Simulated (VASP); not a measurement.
Computed with PBEsol GGA, VASP's PBE PAW potentials (set 64) (plane waves; VASP 6.6.1).

VASP input:

INCAR:
```
SYSTEM = Cu
PREC = Accurate; ENCUT = 400; LREAL = F
LASPH = T
EDIFF = 1E-6; NELM = 100; ALGO = Normal
LMAXMIX = 4
ISMEAR = 1; SIGMA = 0.1
GGA = PS
IBRION = 2; NSW = 60; ISIF = 3
EDIFFG = -0.01
LWAVE = F; LCHARG = F
```

KPOINTS:
```
Automatic
0
G
16 16 16
0 0 0
```

File POSCAR:
```
Cu
1.0
  0.0000000000   1.8050000000   1.8050000000
  1.8050000000   0.0000000000   1.8050000000
  1.8050000000   1.8050000000   0.0000000000
Cu
1
Cart
  0.0000000000   0.0000000000   0.0000000000
```

POTCAR, in this order: Cu (PBE.64 set). Program: vasp_std.

The resulting files:

File OUTCAR:
```
 ion  position               nearest neighbor table
   1  0.000  0.000  0.000-
  LATTYP: Found a face centered cubic cell.
 ALAT       =     3.6100000000
 Subroutine PRICEL returns:
 Original cell was already a primitive cell.
 Subroutine GETGRP returns: Found 48 space group operations
The static configuration has the point symmetry O_h .
The dynamic configuration has the point symmetry O_h .
 Subroutine INISYM returns: Found 48 space group operations
 Subroutine IBZKPT returns following result:
 Found    145 irreducible k-points:

 Following reciprocal coordinates:
            Coordinates               Weight
  0.000000  0.000000  0.000000      1.000000
  0.062500  0.000000  0.000000      8.000000
  0.125000  0.000000  0.000000      8.000000
  0.187500  0.000000  0.000000      8.000000
  0.250000  0.000000  0.000000      8.000000
  0.312500  0.000000  0.000000      8.000000
  0.375000  0.000000  0.000000      8.000000
  0.437500  0.000000  0.000000      8.000000
  0.500000  0.000000  0.000000      4.000000
  0.062500  0.062500  0.000000      6.000000
  0.125000  0.062500  0.000000     24.000000
  0.187500  0.062500  0.000000     24.000000
  0.250000  0.062500  0.000000     24.000000
  0.312500  0.062500  0.000000     24.000000
  0.375000  0.062500  0.000000     24.000000
  0.437500  0.062500  0.000000     24.000000
  0.500000  0.062500  0.000000     24.000000
 -0.437500  0.062500  0.000000     24.000000
 -0.375000  0.062500  0.000000     24.000000
 -0.312500  0.062500  0.000000     24.000000
 -0.250000  0.062500  0.000000     24.000000
 -0.187500  0.062500  0.000000     24.000000
 -0.125000  0.062500  0.000000     24.000000
 -0.062500  0.062500  0.000000     12.000000
  0.125000  0.125000  0.000000      6.000000
  0.187500  0.125000  0.000000     24.000000
  0.250000  0.125000  0.000000     24.000000
  0.312500  0.125000  0.000000     24.000000
  0.375000  0.125000  0.000000     24.000000
  0.437500  0.125000  0.000000     24.000000
  0.500000  0.125000  0.000000     24.000000
 -0.437500  0.125000  0.000000     24.000000
 -0.375000  0.125000  0.000000     24.000000
 -0.312500  0.125000  0.000000     24.000000
 -0.250000  0.125000  0.000000     24.000000
 -0.187500  0.125000  0.000000     24.000000
 -0.125000  0.125000  0.000000     12.000000
  0.187500  0.187500  0.000000      6.000000
  0.250000  0.187500  0.000000     24.000000
  0.312500  0.187500  0.000000     24.000000
   k-points           NKPTS =    145   k-points in BZ     NKDIM =    145   number of bands    NBANDS=      9
   number of dos      NEDOS =    301   number of ions     NIONS =      1
   total plane-waves  NPLWV =   5832
   dimension x,y,z NGX =    18 NGY =   18 NGZ =   18
   dimension x,y,z NGXF=    36 NGYF=   36 NGZF=   36
   ions per type =               1
   PREC   = accura    normal or accurate (medium, high low for compatibility)
   ISTART =      0    job   : 0-new  1-cont  2-samecut
   ICHARG =      2    charge: 1-file 2-atom 10-const
   ISPIN  =      1    spin polarized calculation?
   LNONCOLLINEAR =      F non collinear calculations
   LSORBIT =      F    spin-orbit coupling
   INIWAV =      1    electr: 0-lowe 1-rand  2-diag
   ENCUT  =  400.0 eV  29.40 Ry    5.42 a.u.   4.16  4.16  4.16*2*pi/ulx,y,z
   NELM   =    100;   NELMIN=  2; NELMDL= -5     # of ELM steps
   EDIFF  = 0.1E-05   stopping-criterion for ELM
   LREAL  =      F    real-space projection
   NLSPLINE    = F    spline interpolate recip. space projectors
   LMAXMIX     =    4 max onsite mixed and CHGCAR
   VOSKOWN=      0    Vosko Wilk Nusair interpolation
...
```

File OSZICAR:
```
       N       E                     dE             d eps       ncg     rms          rms(c)
DAV:   1     0.303954286180E+02    0.30395E+02   -0.49058E+03  2715   0.171E+03
DAV:   2    -0.504170437771E+01   -0.35437E+02   -0.33839E+02  2622   0.182E+02
DAV:   3    -0.538084769605E+01   -0.33914E+00   -0.33848E+00  3171   0.255E+01
DAV:   4    -0.538291955979E+01   -0.20719E-02   -0.20716E-02  3201   0.175E+00
DAV:   5    -0.538294280484E+01   -0.23245E-04   -0.23244E-04  3138   0.150E-01    0.837E+00
DAV:   6    -0.476922869479E+01    0.61371E+00   -0.20620E+01  2741   0.105E+02    0.438E+00
DAV:   7    -0.431594155538E+01    0.45329E+00   -0.31821E+00  2776   0.408E+01    0.538E-01
DAV:   8    -0.430499001958E+01    0.10952E-01   -0.77876E-03  3236   0.190E+00    0.353E-01
DAV:   9    -0.430274635601E+01    0.22437E-02   -0.14746E-02  2856   0.254E+00    0.266E-02
DAV:  10    -0.430275077809E+01   -0.44221E-05   -0.47572E-05  3834   0.143E-01    0.631E-03
DAV:  11    -0.430275183431E+01   -0.10562E-05   -0.51738E-07  1852   0.154E-02    0.635E-04
DAV:  12    -0.430275177775E+01    0.56552E-07   -0.44274E-08  1490   0.363E-03
   1 F= -.43027518E+01 E0= -.43027259E+01  d E =-.430275E+01
       N       E                     dE             d eps       ncg     rms          rms(c)
DAV:   1    -0.530476111752E+01   -0.10020E+01   -0.18094E+01  2742   0.102E+02    0.848E+00
DAV:   2    -0.468352025786E+01    0.62124E+00   -0.16405E+01  2719   0.940E+01    0.349E+00
DAV:   3    -0.433010580257E+01    0.35341E+00   -0.23922E+00  2697   0.359E+01    0.102E+00
DAV:   4    -0.430914935106E+01    0.20956E-01   -0.18947E-02  2814   0.249E+00    0.196E-01
DAV:   5    -0.430783814111E+01    0.13112E-02   -0.98475E-03  2991   0.233E+00    0.452E-02
DAV:   6    -0.430781285414E+01    0.25287E-04   -0.72081E-05  3610   0.170E-01    0.141E-02
DAV:   7    -0.430780836820E+01    0.44859E-05   -0.13565E-05  2741   0.766E-02    0.631E-04
DAV:   8    -0.430780850051E+01   -0.13231E-06   -0.49497E-08  1466   0.396E-03
   2 F= -.43078085E+01 E0= -.43078294E+01  d E =-.505672E-02
       N       E                     dE             d eps       ncg     rms          rms(c)
DAV:   1    -0.445133594574E+01   -0.14353E+00   -0.27806E+00  2733   0.439E+01    0.304E+00
DAV:   2    -0.435257326610E+01    0.98763E-01   -0.19383E+00  2727   0.315E+01    0.112E+00
DAV:   3    -0.431546671763E+01    0.37107E-01   -0.29695E-01  2710   0.127E+01    0.447E-01
DAV:   4    -0.431149592656E+01    0.39708E-02   -0.66080E-03  3507   0.116E+00    0.354E-02
DAV:   5    -0.431149136920E+01    0.45574E-05   -0.11208E-04  2902   0.231E-01    0.137E-02
DAV:   6    -0.431149018563E+01    0.11836E-05   -0.70054E-06  2163   0.485E-02    0.433E-04
DAV:   7    -0.431149022555E+01   -0.39917E-07   -0.17629E-07  1392   0.571E-03
   3 F= -.43114902E+01 E0= -.43114991E+01  d E =-.873845E-02
```

OUTCAR:
```
------------------------ aborting loop because EDIFF is reached ----------------------------------------
  FORCE on cell =-STRESS in cart. coord.  units (eV):
  Direction    XX          YY          ZZ          XY          YZ          ZX
  --------------------------------------------------------------------------------------
  Total       -0.0022016     -0.0022016     -0.0022016      0.0000000      0.0000000     -0.0000000
  in kB       -0.3118861     -0.3118861     -0.3118861      0.0000000      0.0000000     -0.0000000
  external PRESSURE =      -0.3118861 kB  Pullay stress =       0.0000000 kB
  volume of cell :       11.31
      direct lattice vectors                 reciprocal lattice vectors
     0.000000000  1.781598322  1.781598322    -0.280646874  0.280646874  0.280646874
     1.781598322  0.000000000  1.781598322     0.280646874 -0.280646874  0.280646874
     1.781598322  1.781598322 -0.000000000     0.280646874  0.280646874 -0.280646874
 POSITION                                       TOTAL-FORCE (eV/Angst)
 -----------------------------------------------------------------------------------
      0.00000      0.00000      0.00000        -0.000000     -0.000000      0.000000
 -----------------------------------------------------------------------------------
    total drift:                                0.000000     -0.000000     -0.000000
  FREE ENERGIE OF THE ION-ELECTRON SYSTEM (eV)
  ---------------------------------------------------
  free  energy   TOTEN  =        -4.3114902255 eV

  energy  without entropy=       -4.3115167962  energy(sigma->0) =       -4.31149908

 reached required accuracy - stopping structural energy minimisation
```
(Selected blocks of OUTCAR.)

CONTCAR:
```
Cu
   1.00000000000000
     0.0000000000000000    1.7815983224672129    1.7815983224672129
     1.7815983224672129    0.0000000000000000    1.7815983224672129
     1.7815983224672129    1.7815983224672129   -0.0000000000000000
  Cu
     1
Direct
     0.0000000000000000    0.0000000000000000    0.0000000000000000
```

Energy and stress use the plane-wave basis of the starting cell.

The compound is Cu in the fcc structure. This run relaxes it. Symmetry was kept, so distortions that lower it aren't found.
